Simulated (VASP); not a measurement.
```yaml
crystal:
  lattice:
    - [3.93550, 0.00000, 0.00000]
    - [0.00000, 3.93550, 0.00000]
    - [0.00000, 0.00000, 3.93550]
  atoms:
    - { symbol: Zr, position: [0.00000, 0.00000, 0.00000] }
    - { symbol: Ir, position: [0.50000, 0.50000, 0.00000] }
    - { symbol: Ir, position: [0.00000, 0.50000, 0.50000] }
    - { symbol: Ir, position: [0.50000, 0.00000, 0.50000] }
```

These are PBEsol GGA, VASP's PBE PAW potentials (set 64) (plane waves; VASP) values and carry that method's errors. Run with 400 eV cut-off, Gaussian smearing of 0.050 eV, potentials Zr_sv Ir.

Task: Give the energies of bands 9 to 22 at the high-symmetry points, in eV from the Fermi level.

Result: 
```csv
band,Γ,X,M,R
9,-5.73,-4.51,-3.73,-3.10
10,-5.73,-3.69,-3.34,-3.10
11,-5.73,-3.50,-3.34,-3.10
12,-2.28,-3.50,-3.23,-2.34
13,-2.28,-3.22,-3.23,-2.34
14,-2.28,-3.22,-3.23,-2.34
15,0.01,-2.08,-3.02,-1.70
16,0.01,-1.67,-1.70,-1.70
17,1.32,-1.20,-1.62,-0.18
18,1.89,-1.06,-1.57,1.15
19,1.89,-1.06,-1.57,1.15
20,1.89,0.36,-0.74,1.15
21,3.06,1.72,-0.66,1.36
22,3.06,1.72,2.55,1.36
```

It has no gap at this level: it comes out as a metal or semimetal.

The structure comes from a computed database's ZrIr3 entry (Pm-3m); how it stands against other phases isn't given here. It was relaxed first. The electron count is odd and the run is not spin-polarised, which forces a metal.
